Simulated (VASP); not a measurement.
Method: PBE GGA with D3 dispersion (zero damping), VASP's PBE PAW potentials (set 64) (plane waves; VASP).

A VASP calculation is set up with these files.

### INCAR
```
ALGO  =  Normal
EDIFF  =  1E-7
ENCUT  =  520
GGA  =  PE
ICHARG  =  11
ISMEAR  =  0
IVDW  =  11
LASPH  =  .TRUE.
LCHARG  =  .FALSE.
LMAXMIX  =  4
LORBIT  =  11
LREAL  =  .FALSE.
LWAVE  =  .FALSE.
NELM  =  100
PREC  =  Accurate
SIGMA  =  0.05
SYSTEM  =  BaTiO3
```

**POSCAR**
```
BaTiO3
1
    4.0155547863     0.0000000000     0.0000000000
    0.0000000000     4.0155547863     0.0000000000
    0.0000000000     0.0000000000     4.0155547863
Ba Ti O
1 1 3
Direct
  0.0000000000   0.0000000000   0.0000000000
  0.5000000000   0.5000000000   0.5000000000
  0.5000000000   0.0000000000   0.5000000000
  0.0000000000   0.5000000000   0.5000000000
  0.5000000000   0.5000000000   0.0000000000
```

### KPOINTS
```
k-points along high-symmetry lines
15
Line-mode
Reciprocal
  0.000000   0.000000   0.000000 ! GAMMA
  0.000000   0.500000   0.000000 ! X

  0.000000   0.500000   0.000000 ! X
  0.500000   0.500000   0.000000 ! M

  0.500000   0.500000   0.000000 ! M
  0.000000   0.000000   0.000000 ! GAMMA

  0.000000   0.000000   0.000000 ! GAMMA
  0.500000   0.500000   0.500000 ! R

  0.500000   0.500000   0.500000 ! R
  0.000000   0.500000   0.000000 ! X

  0.500000   0.500000   0.500000 ! R
  0.500000   0.500000   0.000000 ! M
```

POTCAR, in this order: Ba_sv Ti_sv O (PBE.64 set). Program: vasp_std. Read from the step before: CHGCAR.

The run wrote:

**OUTCAR**
```
 ion  position               nearest neighbor table
   1  0.000  0.000  0.000-   3 2.84   4 2.84   5 2.84   3 2.84   4 2.84   4 2.84   5 2.84   4 2.84
                             3 2.84   5 2.84   3 2.84   5 2.84   2 3.48   2 3.48   2 3.48   2 3.48
   2  0.500  0.500  0.500-   3 2.01   4 2.01   5 2.01   5 2.01   3 2.01   4 2.01   1 3.48   1 3.48
                             1 3.48   1 3.48   1 3.48   1 3.48   1 3.48   1 3.48
   3  0.500  0.000  0.500-   2 2.01   2 2.01   1 2.84   1 2.84   1 2.84   1 2.84
   4  0.000  0.500  0.500-   2 2.01   2 2.01   1 2.84   1 2.84   1 2.84   1 2.84
   5  0.500  0.500  0.000-   2 2.01   2 2.01   1 2.84   1 2.84   1 2.84   1 2.84
  LATTYP: Found a simple cubic cell.
 ALAT       =     4.0155547863
 Subroutine PRICEL returns:
 Original cell was already a primitive cell.
 Subroutine GETGRP returns: Found 48 space group operations
The static configuration has the point symmetry O_h .
The dynamic configuration has the point symmetry O_h .
 Subroutine INISYM returns: Found 48 space group operations
   k-points           NKPTS =     90   k-points in BZ     NKDIM =     90   number of bands    NBANDS=     24
   number of dos      NEDOS =    301   number of ions     NIONS =      5
   total plane-waves  NPLWV =  27000
   dimension x,y,z NGX =    30 NGY =   30 NGZ =   30
   dimension x,y,z NGXF=    60 NGYF=   60 NGZF=   60
   ions per type =               1   1   3
   PREC   = accura    normal or accurate (medium, high low for compatibility)
   ISTART =      0    job   : 0-new  1-cont  2-samecut
   ICHARG =     11    charge: 1-file 2-atom 10-const
   ISPIN  =      1    spin polarized calculation?
   LNONCOLLINEAR =      F non collinear calculations
   LSORBIT =      F    spin-orbit coupling
   INIWAV =      1    electr: 0-lowe 1-rand  2-diag
   ENCUT  =  520.0 eV  38.22 Ry    6.18 a.u.   7.47  7.47  7.47*2*pi/ulx,y,z
   NELM   =    100;   NELMIN=  2; NELMDL= -5     # of ELM steps
   EDIFF  = 0.1E-06   stopping-criterion for ELM
   LREAL  =      F    real-space projection
   NLSPLINE    = F    spline interpolate recip. space projectors
   LMAXMIX     =    4 max onsite mixed and CHGCAR
   VOSKOWN=      0    Vosko Wilk Nusair interpolation
   EDIFFG = 0.1E-05   stopping-criterion for IOM
   NSW    =      0    number of steps for IOM
   NBLOCK =      1;   KBLOCK =      1    inner block; outer block
   IBRION =     -1    ionic relax: 0-MD 1-quasi-New 2-CG
   NFREE  =      0    steps in history (QN), initial steepest desc. (CG)
   ISIF   =      2    stress and relaxation
   ISYM   =      2    0-nonsym 1-usesym 2-fastsym
   TEIN   =    0.0    initial temperature
   TEBEG  =    0.0;   TEEND  =   0.0 temperature during run
   SMASS  =  -3.00    Nose mass-parameter (am)
   PSTRESS=    0.0 pullay stress
   NELECT =      40.0000    total number of electrons
   EFERMI =   0.00;   METHOD = LEGACY
   ISMEAR =     0;   SIGMA  =   0.05  broadening in eV -4-tet -1-fermi 0-gaus
   IALGO  =     38    algorithm
   LDIAG  =      T    sub-space diagonalisation (order eigenvalues)
   IMIX   =      4    mixing-type and parameters
     AMIX     =   0.40;   BMIX     =  1.00
     AMIX_MAG =   1.60;   BMIX_MAG =  1.00
     AMIN     =   0.10
   GGA     = PE    functional components
   VOSKOWN =     0    Vosko Wilk Nusair interpolation
   LHFCALC =     F    Hartree Fock is set to
   LHFONE  =     F    Hartree Fock one center treatment
   AEXX    =    0.0000 exact exchange contribution
   IVDW    =    11    specifies the selected vdW correction
   LEPSILON=     F    determine dielectric tensor
   LRPA    =     F    only Hartree local field effects (RPA)
  energy-cutoff  :      520.00
  volume of cell :       64.75
      direct lattice vectors                 reciprocal lattice vectors
     4.015554786  0.000000000  0.000000000     0.249031592  0.000000000  0.000000000
     0.000000000  4.015554786  0.000000000     0.000000000  0.249031592  0.000000000
     0.000000000  0.000000000  4.015554786     0.000000000  0.000000000  0.249031592
 k-point     1 :   0.0000 0.0000 0.0000  plane waves:    1743
 k-point     2 :   0.0000 0.0357 0.0000  plane waves:    1759
 k-point     3 :   0.0000 0.0714 0.0000  plane waves:    1767
 k-point     4 :   0.0000 0.1071 0.0000  plane waves:    1771
 k-point     5 :   0.0000 0.1429 0.0000  plane waves:    1767
...
```

OSZICAR:
```
       N       E                     dE             d eps       ncg     rms          rms(c)
DAV:   1     0.422386275727E+03    0.42239E+03   -0.21851E+04  4320   0.183E+03
DAV:   2     0.118584349605E+02   -0.41053E+03   -0.40305E+03  4928   0.482E+02
DAV:   3    -0.364014427035E+02   -0.48260E+02   -0.46655E+02  7240   0.142E+02
DAV:   4    -0.384869133754E+02   -0.20855E+01   -0.20843E+01  5344   0.281E+01
DAV:   5    -0.385861152555E+02   -0.99202E-01   -0.99201E-01  6184   0.451E+00
DAV:   6    -0.385870847521E+02   -0.96950E-03   -0.96949E-03  5432   0.501E-01
DAV:   7    -0.385871048222E+02   -0.20070E-04   -0.20070E-04  6336   0.651E-02
DAV:   8    -0.385871051307E+02   -0.30849E-06   -0.30849E-06  5408   0.673E-03
DAV:   9    -0.385871051374E+02   -0.67539E-08   -0.67431E-08  4064   0.951E-04
   1 F= -.39454613E+02 E0= -.39454613E+02  d E =-.176266E-25
```

**OUTCAR**
```
 val. band max:        3.7591809856   @ k =   0.5000   0.5000   0.5000

 cond. band min:       5.4835603147   @ k =   0.0000   0.0000   0.0000



 k-point     1 :       0.0000    0.0000    0.0000
  band No.  band energies     occupation
      1     -52.9210      2.00000
      2     -29.1267      2.00000
      3     -29.1267      2.00000
      4     -29.1267      2.00000
      5     -21.0776      2.00000
      6     -13.1114      2.00000
      7     -12.4323      2.00000
      8     -12.4323      2.00000
      9      -6.2531      2.00000
     10      -6.2531      2.00000
     11      -6.2531      2.00000
     12       1.4534      2.00000
     13       1.4534      2.00000
     14       1.4534      2.00000
     15       2.6835      2.00000
     16       2.6835      2.00000
     17       2.6835      2.00000
     18       3.6041      2.00000
     19       3.6041      2.00000
     20       3.6041      2.00000
     21       5.4836      0.00000
     22       5.4836      0.00000
     23       5.4836      0.00000
     24       7.5941      0.00000

 k-point     2 :       0.0000    0.0357    0.0000
  band No.  band energies     occupation
      1     -52.9210      2.00000
      2     -29.1273      2.00000
      3     -29.1267      2.00000
      4     -29.1267      2.00000
      5     -21.0762      2.00000
      6     -13.1117      2.00000
      7     -12.4321      2.00000
      8     -12.4319      2.00000
      9      -6.2512      2.00000
     10      -6.2512      2.00000
     11      -6.2480      2.00000
     12       1.4317      2.00000
     13       1.4502      2.00000
     14       1.4502      2.00000
     15       2.6668      2.00000
     16       2.6668      2.00000
     17       2.6711      2.00000
     18       3.5668      2.00000
     19       3.5932      2.00000
     20       3.5932      2.00000
     21       5.4854      0.00000
     22       5.5126      0.00000
     23       5.5126      0.00000
     24       7.5942      0.00000

...
```

The density is held fixed in this step, so its total energy and stress have no physical meaning. Unless said otherwise, spin-orbit coupling is left out, though it shifts the bands of the heavy elements here.

The compound is BaTiO3 in the cubic perovskite structure, the ideal cubic form; the compound distorts at low or room temperature. It was relaxed first.
